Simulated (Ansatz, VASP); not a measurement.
# In3Sb3H8 (InSb wire along [110], 6 atoms a period, H-terminated) in two plane-wave programs

One calculation is typed for both programs; each brings its own data sets. How far apart do they land? Of the first pair: The structure shown is the start of the Ansatz relaxation below; VASP solves that cell, so the two are compared at the walk's first step.

Program: Ansatz 0.2.0. Level of theory: plane waves, with VASP 6.6.1 beside it; single point at PBE. Results are calculated unless marked as measured.

### 1. Set-up

The cell holds 14 atoms: 3 Sb, 8 H and 3 In. Its edges and angles: a = 13.811 Å, b = 14.395 Å, c = 4.688 Å, α = 90.0°, β = 90.0°, γ = 90.0°. Vacuum lies along a and b. The structure's axis is c.

### 2. Ansatz: relaxation, PBE

Ansatz runs on its PAW soft_1 files.

The two programs are compared at the cell with which this relaxation starts, whose forces are those of its first step.

File input.yaml:

```yaml
crystal:
  lattice:
    - [13.811, 0.0, 0.0]
    - [0.0, 14.395, 0.0]
    - [0.0, 0.0, 4.6881179593]
  atoms:
    - { symbol: Sb, position: [0.440604118, 0.662833058, 0.0] }
    - { symbol: H, position: [0.513760513, 0.762094539, 0.0] }
    - { symbol: In, position: [0.560617151, 0.499994644, 0.0] }
    - { symbol: H, position: [0.246180581, 0.236193123, 0.5] }
    - { symbol: H, position: [0.246180581, 0.438119335, 0.5] }
    - { symbol: H, position: [0.246180581, 0.763796164, 0.5] }
    - { symbol: H, position: [0.246180581, 0.561869952, 0.5] }
    - { symbol: In, position: [0.320591085, 0.337156229, 0.5] }
    - { symbol: In, position: [0.320591085, 0.662833058, 0.5] }
    - { symbol: Sb, position: [0.680630185, 0.499994644, 0.5] }
    - { symbol: H, position: [0.75378658, 0.400733163, 0.5] }
    - { symbol: H, position: [0.75378658, 0.599256124, 0.5] }
    - { symbol: Sb, position: [0.440604118, 0.337156229, 0.0] }
    - { symbol: H, position: [0.513760513, 0.237894748, 0.0] }
kpoints:
  mp_grid: { grid: [1, 1, 18] }
scf:
  occupations: { method: fermi_dirac, width: 0.05 }
hamiltonian:
  xc: pbe
  pseudopotentials: { kind: paw, azcp: { folder: soft_1 } }
relax:
  cell: { fix: [a, b, alpha, beta, gamma] }
  max_steps: 45
  f_tol: 0.03
```

Command:

```
$ ansatz run input.yaml --threads 4 --pin off --max-ram 16384MiB --backend cpu --events-out ev --progress --plain --runs-dir out
```

Numbers of over 12 decimals in the logs are rounded to 6 here.

Log:

```text
Engine: ansatz 0.2.0, aarch64-unknown-linux-gnu
Pseudopotentials: kind: paw
Pseudopotential: Sb, paw, valence charge 15, recommended cutoff 420 eV (normal), soft_1/Sb.paw.azcp
Pseudopotential: H, paw, valence charge 1, recommended cutoff 420 eV (normal), soft_1/H.paw.azcp
Pseudopotential: In, paw, valence charge 13, recommended cutoff 420 eV (normal), soft_1/In.paw.azcp
Functional definition: PBE
  parameter kappa = 0.804
  parameter beta = 0.066725
  exchange = pbe_x(kappa = kappa, mu = beta*pi^2/3)
  correlation = pbe_c(beta = beta)
Crystal: 14 atoms, lattice volume = 932.042 Å³
Basis set: ecut = 420 eV, 18193 PW (Γ), exchange–correlation on 192×200×64 points (8 copies of the dense FFT grid, shifted against one another)
Bands: 60, of which v1, the nominal top of the filled ones, is band 46 counted from 1 (45 counted from 0)
Symmetry: 4 space group operations
Space group: Pmm2 (ITA 25), of the structure as read, at distance tolerance 9.8e-5 Å
k-points: 10 of 18
Non-local potential: Sb, projectors of the file, l = 0: 2, l = 1: 2, l = 2: 2, l = 3: 1
Non-local potential: H, projectors of the file, l = 0: 2, l = 1: 1
Non-local potential: In, projectors of the file, l = 0: 2, l = 1: 2, l = 2: 2, l = 3: 1
PAW form: soft (Blöchl's): semilocal exchange-correlation on the pseudo side does not see the compensation charge
PAW one-centre angular grid: Sb, 590 points (default); XC on 64 Gauss nodes
PAW one-centre angular grid: H, 110 points (default); XC on 64 Gauss nodes
PAW one-centre angular grid: In, 590 points (default); XC on 64 Gauss nodes
Initial density: superposition of atomic densities (neutral atoms: chi_scale 0, normalization atom)
Initial wavefunctions: pseudopotential atomic-orbital guess
Functional: x = pbe(κ = 0.804, μ = 0.219515), c = pbe(β = 0.066725)
SCF iter   1: F=—  HF=-36373.165440 eV  |F-HF|=—  |Δ(HF+E_count)|=         —  Δρ=2.73e-2  dr2=8.88e0  ethr=3.10e-3  ⟨swp⟩=8.4  Hψ=2828  notcnv=0  defer=7
preconditioner: auto → Resta (q_TF=auto, 1.855 Å⁻¹)  ε∞=1.6  [insulator: Δε(μ)=1.722 eV  Ē_g=12.671 eV  σ=0.050 eV  W_gap=1.00  n_scr=102 (ndim 8)  ℏωp=9.6 eV  f_vac=0.602  D(μ)=0.00/eV (n_scr^D=0)  ε∞_Penn≈1.6  vacuum switching on, ρ_ref=1.2e-2 e/Å³]
SCF iter   2: F=—  HF=-36370.798609 eV  |F-HF|=—  |Δ(HF+E_count)|=    2.37e0  Δρ=9.56e-3  dr2=1.29e0  ethr=3.10e-3  ⟨swp⟩=3.6  Hψ=1105  notcnv=0  defer=78
SCF iter   3: F=—  HF=-36370.551450 eV  |F-HF|=—  |Δ(HF+E_count)|=   2.47e-1  Δρ=4.43e-3  dr2=2.92e-1  ethr=1.40e-3  ⟨swp⟩=3.7  Hψ=893  notcnv=0  defer=71
SCF iter   4: F=—  HF=-36370.500898 eV  |F-HF|=—  |Δ(HF+E_count)|=   5.06e-2  Δρ=1.09e-3  dr2=2.31e-2  ethr=3.17e-4  ⟨swp⟩=3.5  Hψ=860  notcnv=0  defer=71
SCF iter   5: F=—  HF=-36370.499241 eV  |F-HF|=—  |Δ(HF+E_count)|=   1.66e-3  Δρ=4.35e-4  dr2=1.44e-3  ethr=2.51e-5  ⟨swp⟩=2.6  Hψ=912  notcnv=0  defer=78
SCF iter   6: F=—  HF=-36370.499698 eV  |F-HF|=—  |Δ(HF+E_count)|=   4.57e-4  Δρ=1.45e-4  dr2=2.36e-4  ethr=1.57e-6  ⟨swp⟩=2.0  Hψ=769  notcnv=0  defer=78
SCF iter   7: F=—  HF=-36370.499776 eV  |F-HF|=—  |Δ(HF+E_count)|=   7.84e-5  Δρ=3.04e-5  dr2=1.02e-5  ethr=2.57e-7  ⟨swp⟩=2.0  Hψ=679  notcnv=0  defer=78
SCF iter   8: F=—  HF=-36370.499785 eV  |F-HF|=—  |Δ(HF+E_count)|=   8.94e-6  Δρ=8.32e-6  dr2=7.21e-7  ethr=1.11e-8  ⟨swp⟩=2.0  Hψ=761  notcnv=0  defer=78
SCF iter   9: F=—  HF=-36370.499786 eV  |F-HF|=—  |Δ(HF+E_count)|=   9.48e-7  Δρ=3.07e-6  dr2=2.55e-7  ethr=1.09e-10  ⟨swp⟩=5.5  Hψ=2226  notcnv=0
SCF iter  10: F=-36370.499786 eV  HF=-36370.499786 eV  |F-HF|=9.23e-9  |Δ(HF+E_count)|=   9.30e-9  Δρ=1.12e-6  dr2=3.05e-8  ethr=1.09e-10  ⟨swp⟩=5.0  Hψ=1953  notcnv=0
SCF 1 converged in 10 iterations: F = -36370.499786 eV  dr2 = 3.05e-8
  greatest PAW one-centre occupation: 0.995 electrons in one spin orbital (limit 2), on the Sb atom at site 9 (counted from 0), in its partial waves of l = 2
relax step   1: F+E_penalty+E_count = -36370.49978599 eV  Δ(F+E_penalty+E_count) = +0.000e0 eV  max|allowed force component| = 9.166e-1 eV/Å  Δτ_max = 0.0000 Å  P = -0.234 GPa  Ω = 932.042 Å³  fix = [a, b, alpha, beta, gamma]  reactions: a -0.390, b -0.606 GPa  (10 SCF iters, dr2 threshold 1.00e-7 eV, accepted)
[...]
relax step  14: F+E_penalty+E_count = -36371.12317056 eV  Δ(F+E_penalty+E_count) = +1.759e-3 eV  max|allowed force component| = 4.621e-2 eV/Å  Δτ_max = 0.0488 Å  P = -0.001 GPa  Ω = 959.520 Å³  energy of the carried Pulay correction = -2.744e-3 eV  fix = [a, b, alpha, beta, gamma]  (10 SCF iters, rejected (line search))
[...]
relax step  15: F+E_penalty+E_count = -36371.12520852 eV  Δ(F+E_penalty+E_count) = -2.793e-4 eV  max|allowed force component| = 6.368e-3 eV/Å  Δτ_max = 0.0239 Å  P = -0.005 GPa  Ω = 959.640 Å³  energy of the carried Pulay correction = -2.756e-3 eV  fix = [a, b, alpha, beta, gamma]  reactions: a -0.015, b +0.001 GPa  (9 SCF iters, accepted)
[...]
relax step  16: F+E_penalty+E_count = -36371.12840253 eV  Δ(F+E_penalty+E_count) = -3.194e-3 eV  max|allowed force component| = 6.491e-3 eV/Å  Δτ_max = 0.0000 Å  P = -0.003 GPa  Ω = 959.640 Å³  fix = [a, b, alpha, beta, gamma]  reactions: a -0.014, b +0.002 GPa  stress off target by 3.89e-3 GPa on what of the cell is left free  SCF on the basis re-selected at this cell (its energy is not comparable with the rows above)  (7 SCF iters)
basis re-selected at this cell: Δ(F+E_penalty+E_count) = -3.194e-3 eV, ΔP = +0.002 GPa vs the last step (what re-selecting the basis moved, of the pressure what is left beyond the Pulay correction that the steps carried, after the strain that the cell walked since its last selection, with what the two solves' SCF thresholds leave and, on support functions, any second-order correction that the steps lacked; it is no measure of the basis error at this ecutwfc). The dense FFT grid was sized anew with the basis: this SCF ran on 96×100×36 points, the steps before it on 96×100×32, so part of this shift can come from that change (see relax.cell in the input reference). [rest of the remark cut]
SCF converged after 7 iterations
Free energy (F): -36371.128403 eV
Harris-Foulkes:  -36371.128403 eV  (|F-HF|=5.82e-11)
Internal energy: -36371.128403 eV  (E = F + TS)
E sigma→0 (E₀):  -36371.128403 eV
Fermi energy:    -1.810061 eV
--- Per-component energies (eV) ---
  E_band       = -1609.197375
  E_kinetic    = 1243.927778
  E_local      = -26945.114395  (includes V_loc(G=0)·N_el)
  E_nonlocal   = 2158.527140
  E_hartree    = 12238.942952
  E_xc         = -787.536284
  E_vxc        = -620.473415  (∫ρ·V_xc dr)
  E_paw        = -26272.294226  (= ΣΔE_a)
  E_vpaw       = -1923.944499  (= ΣTr[D̂ρ^β])
  E_aug_tail   = -0.006091  (compensation charges beyond the density's cutoff)
  E_ewald      = 1992.424724
  E_smearing   = -0.000000  (= −TS)
  E_closure    = 0.000000  (closes the sum)
  Σ components = -36371.128403   (vs F -36371.128403, Δ=0.00e0)
--- Forces (eV/Å), atoms counted from 1 ---
  atom   1  Sb     0.00076731     0.00244952     0.00000000
  atom   2  H     -0.00244724    -0.00143062     0.00000000
  atom   3  In     0.00018218     0.00000000     0.00000000
  atom   4  H      0.00101654     0.00564918     0.00000000
  atom   5  H      0.00539795    -0.00649146     0.00000000
  atom   6  H      0.00101654    -0.00564918     0.00000000
  atom   7  H      0.00539795     0.00649146     0.00000000
  atom   8  In    -0.00466793    -0.00016824     0.00000000
  atom   9  In    -0.00466793     0.00016824     0.00000000
  atom  10  Sb     0.00318444     0.00000000     0.00000000
  atom  11  H     -0.00175029    -0.00152076     0.00000000
  atom  12  H     -0.00175029     0.00152076     0.00000000
  atom  13  Sb     0.00076731    -0.00244952     0.00000000
  atom  14  H     -0.00244724     0.00143062     0.00000000
  max |Σ_I F_I| component: 7.07e-7 eV/Å
--- Stress (GPa, compression-positive) ---
       -0.013613       0.000000       0.000000
        0.000000       0.001584       0.000000
        0.000000       0.000000       0.003893
  P = ⅓ Tr σ = -0.0027 GPa (-0.027 kbar)
--- Relaxed structure (15 steps of the walk, 12 accepted, 1 SCFs on fresh bases) ---
  F+E_penalty+E_count = -36371.12840253 eV   max|allowed force component| = 6.491e-3 eV/Å   (the final SCF, on the basis selected at the relaxed cell)
  cell:  # Å, volume = 959.6399 Å³
    - [13.811, 0.0, 0.0]
    - [0.0, 14.395, 0.0]
    - [0.0, 0.0, 4.826936]
  atoms:
    - { symbol: Sb, position: [0.430294, 0.670199, 0.0] }
    - { symbol: H, position: [0.529470, 0.741911, 0.0] }
    - { symbol: In, position: [0.530783, 0.5, 0.0] }
    - { symbol: H, position: [0.312585, 0.166734, 0.500000] }
    - { symbol: H, position: [0.228055, 0.368180, 0.500000] }
    - { symbol: H, position: [0.312585, 0.833266, 0.500000] }
    - { symbol: H, position: [0.228055, 0.631820, 0.500000] }
    - { symbol: In, position: [0.320758, 0.286921, 0.500000] }
    - { symbol: In, position: [0.320758, 0.713079, 0.500000] }
    - { symbol: Sb, position: [0.648300, 0.5, 0.500000] }
    - { symbol: H, position: [0.731024, 0.411509, 0.500000] }
    - { symbol: H, position: [0.731024, 0.588491, 0.500000] }
    - { symbol: Sb, position: [0.430294, 0.329801, 0.0] }
    - { symbol: H, position: [0.529470, 0.258089, 0.0] }
```

(Part 1 of 2 ends here.)

[Lines on the potential files, build, host, timing and source positions are cut from VASP's logs without a mark.]

[Logs are printed without paths, hosts, clocks, repeated set-up lines and the standing remarks that a program may print on its own settings, such as how far it seeks lower states.]

[Hosts, paths, dates, database ids (printed as entryN), source tags and the programs' standing remarks are cut or masked in the printed files.]
